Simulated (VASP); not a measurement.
Computed with HSEsol screened hybrid, VASP's PBE PAW potentials (set 64) (plane waves; VASP).

VASP input:

**POSCAR**
```
AgCl
1
    0.0000000000     2.8309907577     2.8309907577
    2.8309907577     0.0000000000     2.8309907577
    2.8309907577     2.8309907577     0.0000000000
Ag Cl
1 1
Direct
  0.0000000000   0.0000000000   0.0000000000
  0.5000000000   0.5000000000   0.5000000000
```

### KPOINTS
```
Automatic mesh
0
Gamma
6 6 6
0 0 0
```

### INCAR
```
SYSTEM = AgCl
PREC = Accurate
ENCUT = 520
EDIFF = 1E-6
NELM = 60
ALGO = Normal
LREAL = .FALSE.
LASPH = .TRUE.
ISMEAR = 0
SIGMA = 0.05
GGA = PS
HFSCREEN = 0.2
AEXX = 0.25
LHFCALC = .TRUE.
PRECFOCK = Fast
ISYM = 3
LMAXMIX = 4
LWAVE = .FALSE.
LCHARG = .FALSE.
ISIF = 2
```

POTCAR, in this order: Ag Cl (PBE.64 set). Program: vasp_std. Read from the step before: WAVECAR.

What does the run give for the energy per atom (σ→0), pressure, band gap (on the k-mesh)?

```
Item                              Result
------------------------  --------------
energy per atom (σ→0)     -3.536 eV/atom
band gap (on the k-mesh)         2.27 eV
pressure                      -41.4 kbar
```

OSZICAR:
```
       N       E                     dE             d eps       ncg     rms          rms(c)
DAV:   1    -0.706931406303E+01   -0.70693E+01   -0.34188E-01   431   0.740E+00    0.665E-01
DAV:   2    -0.707225366216E+01   -0.29396E-02   -0.47734E-02   441   0.294E+00    0.608E-01
DAV:   3    -0.707234603887E+01   -0.92377E-04   -0.37067E-03   471   0.861E-01    0.402E-01
DAV:   4    -0.707243398913E+01   -0.87950E-04   -0.42182E-04   426   0.181E-01    0.227E-01
DAV:   5    -0.707242790435E+01    0.60848E-05   -0.77119E-06   436   0.559E-02    0.132E-01
DAV:   6    -0.707242709899E+01    0.80536E-06   -0.81134E-06   426   0.295E-02
   1 F= -.70724271E+01 E0= -.70724271E+01  d E =-.205849E-14
```

The compound is AgCl in the rock salt structure. This cell is one point of a volume scan, at 1.03 of the reference volume. The cell's shape comes from a PBE relaxation.
